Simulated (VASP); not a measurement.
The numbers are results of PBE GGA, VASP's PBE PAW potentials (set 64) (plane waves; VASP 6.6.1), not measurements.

A VASP calculation is set up with these files.

### INCAR
```
! general
SYSTEM  = BN
PREC    = Accurate
ENCUT   = 600   ! plane-wave cut-off (eV)
LREAL   = F
LASPH   = T   ! aspherical one-centre terms

! electronic loop
EDIFF   = 1E-7
NELM    = 100   ! most electronic steps
ALGO    = Normal   ! blocked Davidson

! smearing
ISMEAR  = 0   ! Gaussian
SIGMA   = 0.05

! functional
GGA     = PE   ! PBE

! ions
IBRION  = 2
NSW     = 40   ! most ionic steps
ISIF    = 3
EDIFFG  = -0.01   ! ionic stop
PSTRESS = 50

! output
LWAVE   = F
LCHARG  = F
```

KPOINTS:
```
Automatic mesh
0
gamma
10 10 4
0 0 0
```

File POSCAR:
```
BN
1
    1.2564379812    -2.1762148128     0.0000000000
    1.2564379812     2.1762148128     0.0000000000
    0.0000000000     0.0000000000     7.6483295389
B N
2 2
Direct
  0.3333330000   0.6666670000   0.2500000000
  0.6666670000   0.3333330000   0.7500000000
  0.6666670000   0.3333330000   0.2500000000
  0.3333330000   0.6666670000   0.7500000000
```

POTCAR, in this order: B N (PBE.64 set). Program: vasp_std.

The resulting files:

### OSZICAR
```
...
DAV:   4    -0.351410321786E+02    0.71414E-03   -0.15434E-03  1228   0.395E-01    0.114E-01
DAV:   5    -0.351408552305E+02    0.17695E-03   -0.45820E-04  1260   0.172E-01    0.493E-02
DAV:   6    -0.351408447105E+02    0.10520E-04   -0.74704E-05  1220   0.914E-02    0.676E-03
DAV:   7    -0.351408447463E+02   -0.35782E-07   -0.21544E-06  1268   0.159E-02    0.779E-04
DAV:   8    -0.351408448182E+02   -0.71992E-07   -0.21065E-07   964   0.406E-03
   2 F= -.33897801E+02 E0= -.33897801E+02  d E =0.586197E-02
       N       E                     dE             d eps       ncg     rms          rms(c)
DAV:   1    -0.352215000676E+02   -0.80655E-01   -0.63507E-01  1128   0.833E+00    0.111E+00
DAV:   2    -0.351964289304E+02    0.25071E-01   -0.61908E-02  1184   0.232E+00    0.319E-01
DAV:   3    -0.351954556791E+02    0.97325E-03   -0.67040E-03  1156   0.726E-01    0.109E-01
DAV:   4    -0.351952307311E+02    0.22495E-03   -0.41301E-04  1232   0.201E-01    0.568E-02
DAV:   5    -0.351951726483E+02    0.58083E-04   -0.11958E-04  1272   0.869E-02    0.238E-02
DAV:   6    -0.351951689799E+02    0.36684E-05   -0.14043E-05  1216   0.417E-02    0.305E-03
DAV:   7    -0.351951690082E+02   -0.28351E-07   -0.38482E-07  1244   0.692E-03
   3 F= -.33918924E+02 E0= -.33918924E+02  d E =-.152611E-01
       N       E                     dE             d eps       ncg     rms          rms(c)
DAV:   1    -0.352537209712E+02   -0.58552E-01   -0.19085E+00  1012   0.123E+01    0.116E+00
DAV:   2    -0.352068340618E+02    0.46887E-01   -0.68402E-02  1064   0.249E+00    0.493E-01
DAV:   3    -0.351959236599E+02    0.10910E-01   -0.23794E-02  1228   0.127E+00    0.185E-01
DAV:   4    -0.351946881335E+02    0.12355E-02   -0.31285E-03  1300   0.523E-01    0.683E-02
DAV:   5    -0.351945364712E+02    0.15166E-03   -0.78911E-04  1240   0.242E-01    0.392E-02
DAV:   6    -0.351945403619E+02   -0.38908E-05   -0.64097E-05  1156   0.863E-02    0.572E-03
DAV:   7    -0.351945422866E+02   -0.19247E-05   -0.36694E-06  1208   0.185E-02    0.224E-03
DAV:   8    -0.351945429140E+02   -0.62740E-06   -0.61929E-07  1160   0.710E-03    0.179E-03
DAV:   9    -0.351945428589E+02    0.55079E-07   -0.85762E-08   844   0.293E-03
   4 F= -.33941040E+02 E0= -.33941040E+02  d E =-.221157E-01
       N       E                     dE             d eps       ncg     rms          rms(c)
DAV:   1    -0.357365674547E+02   -0.54202E+00   -0.18480E+01  1008   0.389E+01    0.362E+00
DAV:   2    -0.352979765497E+02    0.43859E+00   -0.67587E-01  1084   0.773E+00    0.154E+00
DAV:   3    -0.351992924354E+02    0.98684E-01   -0.21372E-01  1216   0.390E+00    0.579E-01
DAV:   4    -0.351877178294E+02    0.11575E-01   -0.27852E-02  1292   0.157E+00    0.206E-01
DAV:   5    -0.351866090058E+02    0.11088E-02   -0.62804E-03  1216   0.697E-01    0.122E-01
DAV:   6    -0.351865917381E+02    0.17268E-04   -0.51932E-04  1152   0.243E-01    0.215E-02
DAV:   7    -0.351866063823E+02   -0.14644E-04   -0.35737E-05  1196   0.585E-02    0.566E-03
DAV:   8    -0.351866106380E+02   -0.42557E-05   -0.51627E-06  1176   0.204E-02    0.504E-03
DAV:   9    -0.351866103586E+02    0.27935E-06   -0.50744E-07  1232   0.706E-03    0.184E-03
DAV:  10    -0.351866103141E+02    0.44567E-07   -0.19559E-07   764   0.417E-03
   5 F= -.34001453E+02 E0= -.34001453E+02  d E =-.825286E-01
       N       E                     dE             d eps       ncg     rms          rms(c)
DAV:   1    -0.374612940754E+02   -0.22747E+01   -0.87770E+01  1008   0.881E+01    0.792E+00
DAV:   2    -0.355814519571E+02    0.18798E+01   -0.32109E+00  1128   0.170E+01    0.339E+00
DAV:   3    -0.351581458588E+02    0.42331E+00   -0.90159E-01  1224   0.838E+00    0.127E+00
DAV:   4    -0.351080350625E+02    0.50111E-01   -0.10985E-01  1296   0.314E+00    0.440E-01
DAV:   5    -0.351044921579E+02    0.35429E-02   -0.21086E-02  1204   0.131E+00    0.254E-01
DAV:   6    -0.351041707101E+02    0.32145E-03   -0.16939E-03  1204   0.438E-01    0.515E-02
DAV:   7    -0.351041972309E+02   -0.26521E-04   -0.11917E-04  1156   0.114E-01    0.866E-03
DAV:   8    -0.351042034783E+02   -0.62473E-05   -0.89084E-06  1200   0.287E-02    0.710E-03
DAV:   9    -0.351042033280E+02    0.15033E-06   -0.22416E-07  1056   0.501E-03    0.435E-03
DAV:  10    -0.351042031640E+02    0.16393E-06   -0.87319E-07  1208   0.822E-03    0.810E-04
DAV:  11    -0.351042031677E+02   -0.36264E-08   -0.31354E-08   636   0.182E-03
   6 F= -.34056277E+02 E0= -.34056277E+02  d E =-.137353E+00
       N       E                     dE             d eps       ncg     rms          rms(c)
DAV:   1    -0.352206031061E+02   -0.11640E+00   -0.30203E+00  1008   0.155E+01    0.145E+00
DAV:   2    -0.351486888259E+02    0.71914E-01   -0.10335E-01  1128   0.325E+00    0.629E-01
DAV:   3    -0.351317566774E+02    0.16932E-01   -0.38128E-02  1216   0.171E+00    0.226E-01
DAV:   4    -0.351300227602E+02    0.17339E-02   -0.45374E-03  1296   0.646E-01    0.847E-02
DAV:   5    -0.351297930268E+02    0.22973E-03   -0.11162E-03  1208   0.290E-01    0.437E-02
DAV:   6    -0.351297904278E+02    0.25990E-05   -0.77761E-05  1204   0.928E-02    0.660E-03
DAV:   7    -0.351297914889E+02   -0.10611E-05   -0.31752E-06  1204   0.179E-02    0.194E-03
DAV:   8    -0.351297918841E+02   -0.39514E-06   -0.58038E-07  1156   0.711E-03    0.159E-03
DAV:   9    -0.351297918723E+02    0.11764E-07   -0.45311E-08   776   0.235E-03
   7 F= -.34057528E+02 E0= -.34057528E+02  d E =-.138603E+00
       N       E                     dE             d eps       ncg     rms          rms(c)
DAV:   1    -0.351306668744E+02   -0.87499E-03   -0.26565E-01  1008   0.463E+00    0.431E-01
DAV:   2    -0.351244596039E+02    0.62073E-02   -0.93364E-03  1136   0.956E-01    0.186E-01
DAV:   3    -0.351230192309E+02    0.14404E-02   -0.31795E-03  1220   0.495E-01    0.671E-02
DAV:   4    -0.351228651933E+02    0.15404E-03   -0.37801E-04  1292   0.186E-01    0.245E-02
DAV:   5    -0.351228484751E+02    0.16718E-04   -0.87007E-05  1216   0.818E-02    0.132E-02
DAV:   6    -0.351228483064E+02    0.16868E-06   -0.63609E-06  1200   0.267E-02    0.213E-03
DAV:   7    -0.351228484482E+02   -0.14181E-06   -0.29578E-07  1148   0.553E-03    0.529E-04
DAV:   8    -0.351228484928E+02   -0.44634E-07   -0.43691E-08   756   0.208E-03
   8 F= -.34057855E+02 E0= -.34057855E+02  d E =-.138931E+00
       N       E                     dE             d eps       ncg     rms          rms(c)
DAV:   1    -0.351445949225E+02   -0.21746E-01   -0.37552E-01  1112   0.665E+00    0.807E-01
DAV:   2    -0.351328993084E+02    0.11696E-01   -0.26835E-02  1236   0.159E+00    0.266E-01
DAV:   3    -0.351323774681E+02    0.52184E-03   -0.34895E-03  1188   0.544E-01    0.907E-02
DAV:   4    -0.351322384771E+02    0.13899E-03   -0.29943E-04  1228   0.171E-01    0.465E-02
DAV:   5    -0.351322032978E+02    0.35179E-04   -0.64195E-05  1248   0.686E-02    0.184E-02
DAV:   6    -0.351322005440E+02    0.27538E-05   -0.86504E-06  1212   0.301E-02    0.341E-03
DAV:   7    -0.351322005669E+02   -0.22924E-07   -0.28109E-07  1148   0.561E-03
   9 F= -.34045706E+02 E0= -.34045706E+02  d E =0.121495E-01
       N       E                     dE             d eps       ncg     rms          rms(c)
DAV:   1    -0.351352333182E+02   -0.30328E-02   -0.27825E-01  1108   0.578E+00    0.692E-01
DAV:   2    -0.351267361226E+02    0.84972E-02   -0.18978E-02  1232   0.135E+00    0.233E-01
DAV:   3    -0.351263369573E+02    0.39917E-03   -0.27031E-03  1184   0.481E-01    0.787E-02
DAV:   4    -0.351262413920E+02    0.95565E-04   -0.22894E-04  1252   0.150E-01    0.411E-02
DAV:   5    -0.351262209938E+02    0.20398E-04   -0.48869E-05  1244   0.602E-02    0.165E-02
DAV:   6    -0.351262201782E+02    0.81559E-06   -0.70147E-06  1200   0.270E-02    0.299E-03
DAV:   7    -0.351262201617E+02    0.16543E-07   -0.22364E-07  1068   0.506E-03
  10 F= -.34058195E+02 E0= -.34058195E+02  d E =-.339172E-03
```

OUTCAR:
```
------------------------ aborting loop because EDIFF is reached ----------------------------------------
  FORCE on cell =-STRESS in cart. coord.  units (eV):
  Direction    XX          YY          ZZ          XY          YZ          ZX
  --------------------------------------------------------------------------------------
  Total        1.0674522      1.0674527      1.0589506     -0.0000000     -0.0000000      0.0000000
  in kB       49.9731560     49.9731807     49.5751499     -0.0000000     -0.0000000      0.0000000
  external PRESSURE =      -0.1595044 kB  Pullay stress =      50.0000000 kB
  volume of cell :       34.22
      direct lattice vectors                 reciprocal lattice vectors
     1.250729800 -2.166328096  0.000000000     0.399766600 -0.230805297 -0.000000000
     1.250729800  2.166328096 -0.000000000     0.399766600  0.230805297 -0.000000000
     0.000000000  0.000000000  6.315453025    -0.000000000  0.000000000  0.158341768
  FREE ENERGIE OF THE ION-ELECTRON SYSTEM (eV)
  ---------------------------------------------------
  free  energy   TOTEN  =       -35.1262201617 eV

  energy  without entropy=      -35.1262201617  energy(sigma->0) =      -35.12622016
  enthalpy is  TOTEN    =       -34.0581945763 eV   P V=        1.0680255854

 reached required accuracy - stopping structural energy minimisation
```
(Selected blocks of OUTCAR.)

**CONTCAR**
```
BN
   1.00000000000000
     1.2507298002736549   -2.1663280960409970    0.0000000000000000
     1.2507298002736549    2.1663280960409970   -0.0000000000000000
     0.0000000000000000    0.0000000000000000    6.3154530254639889
  B               N
     2     2
Direct
     0.3333330000000032    0.6666669999999968    0.2500000000000000
     0.6666669999999968    0.3333330000000032    0.7500000000000000
     0.6666669999999968    0.3333330000000032    0.2500000000000000
     0.3333330000000032    0.6666669999999968    0.7500000000000000
```

Energy and stress use the plane-wave basis of the starting cell. Without a dispersion term in the relaxation, distances and binding between the weakly bound layers, chains or molecules are unreliable, and so is what depends on them.

The compound is BN in the hex structure. This run relaxes it under an external pressure of 5 GPa. Symmetry was kept, so distortions that lower it aren't found.
